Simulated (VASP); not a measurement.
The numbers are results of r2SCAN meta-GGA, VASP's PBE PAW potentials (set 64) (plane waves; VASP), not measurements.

A VASP calculation is set up with these files.

### KPOINTS
```
Automatic
0
gamma
  7 7 4
```

**INCAR**
```
! general
SYSTEM =InGaN2
PREC   =Accurate
ENCUT  =520
LREAL  =.FALSE.
LASPH  =.TRUE.   ! aspherical one-centre terms

! electronic loop
EDIFF  =1E-6   ! SCF stop (eV)
NELM   =100   ! most electronic steps
ALGO   =Normal   ! blocked Davidson
LMAXMIX=4   ! l cut-off of mixed one-centre charges
LMIXTAU=.TRUE.

! smearing
ISMEAR =0   ! Gaussian
SIGMA  =0.05   ! width (eV)

! functional
METAGGA=R2SCAN

! ions
IBRION =2
NSW    =60
ISIF   =3   ! ions, shape and volume
EDIFFG =-0.02   ! ionic stop

! output
LWAVE  =.FALSE.
LCHARG =.FALSE.
```

**POSCAR**
```
InGaN2
1
    3.3572444239    -0.0000000000    -0.0000000000
   -1.6786222119     2.9074584813     0.0000000000
   -0.0000000000    -0.0000000000     5.4926374081
In Ga N
1 1 2
Direct
  1.0000000000   0.0000000000   0.9976359157
  0.6666670000   0.3333330000   0.4959757142
  0.6666670000   0.3333330000   0.1456856917
  0.0000000000   0.0000000000   0.6023026784
```

POTCAR, in this order: In_d Ga_d N (PBE.64 set). Program: vasp_std.

Predict the energy per atom (σ→0), volume per atom.

```yaml
energy per atom (σ→0): -13.380 eV/atom
volume_per_atom: 13.50 Å³/atom
```

**OSZICAR**
```
...
   5 F= -.53517974E+02 E0= -.53517974E+02  d E =-.150493E-02
       N       E                     dE             d eps       ncg     rms          rms(c)
DAV:   1    -0.535179337531E+02    0.40994E-04   -0.24137E-02  1358   0.115E+00    0.412E-02
DAV:   2    -0.535180251186E+02   -0.91365E-04   -0.73542E-04  1906   0.281E-01    0.171E-02
DAV:   3    -0.535180268870E+02   -0.17684E-05   -0.24269E-05  1658   0.537E-02    0.110E-02
DAV:   4    -0.535180251371E+02    0.17499E-05   -0.44554E-06  1384   0.368E-02    0.503E-03
DAV:   5    -0.535180254183E+02   -0.28126E-06   -0.37849E-06  1356   0.258E-02
   6 F= -.53518025E+02 E0= -.53518025E+02  d E =-.513628E-04
```

The structure comes from a computed database's InGaN2 entry (P3m1); how it stands against other phases isn't given here. This run relaxes it. Symmetry was kept, so distortions that lower it aren't found. The start is the result of an earlier pass.
